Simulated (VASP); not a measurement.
ZnH2:

```
Zn H
1.0
     0.00000    3.11504    3.11504
     3.11504    0.00000    3.11504
     3.11504    3.11504    0.00000
Zn H
2 4
Cartesian
  0.0000 0.0000 0.0000
  1.5575 1.5575 1.5575
  3.8938 3.8938 3.8938
  3.8938 2.3363 2.3363
  2.3363 2.3363 3.8938
  2.3363 3.8938 2.3363
```

The cell was built by a generator and needn't be a form met in nature.

| Property | Result |
| --- | --- |
| Program | VASP 6.6.1 |
| Task | relaxation of cell and atoms |
| Functional | PBE |
| Potentials or basis | VASP PAW PBE potentials, release 64 (Zn, H) |
| Cutoff | 600 eV |
| k mesh | 7 × 7 × 7 |
| Occupations | gaussian, width 0.05 eV |
| Spin | no spin polarisation |

At the start: pressure -13.2 GPa; volume 10.08 Å³/atom.

Where does the relaxation end?

Over 6 steps the energy falls by 134.4 meV/atom and the volume is 7.57 Å³/atom (-24.9 %); space group Fd-3m (No. 227, to 0.05 Å).

Step by step:
| step | energy change (eV) | largest force (eV/Å) | pressure (GPa) | volume (Å³) |
| --- | --- | --- | --- | --- |
| 1 | 0.0000 | 0.0000 | -13.19 | 60.45 |
| 2 | -0.5129 | 0.0000 | -9.95 | 53.48 |
| 3 | -0.7955 | 0.0000 | -2.49 | 46.71 |
| 4 | -0.8055 | 0.0000 | 1.01 | 44.93 |
| 5 | -0.8063 | 0.0000 | -0.23 | 45.42 |
| 6 | -0.8063 | 0.0000 | -0.16 | 45.42 |

Final structure:
```
CELL_PARAMETERS angstrom
0.00000 2.83194 2.83194
2.83194 0.00000 2.83194
2.83194 2.83194 0.00000
ATOMIC_POSITIONS crystal
Zn 0.00000 0.00000 0.00000
Zn 0.25000 0.25000 0.25000
H 0.62500 0.62500 0.62500
H 0.12500 0.62500 0.62500
H 0.62500 0.62500 0.12500
H 0.62500 0.12500 0.62500
```

Caveat: the volume moved by over 15 % at a fixed basis, so the end points are rough.
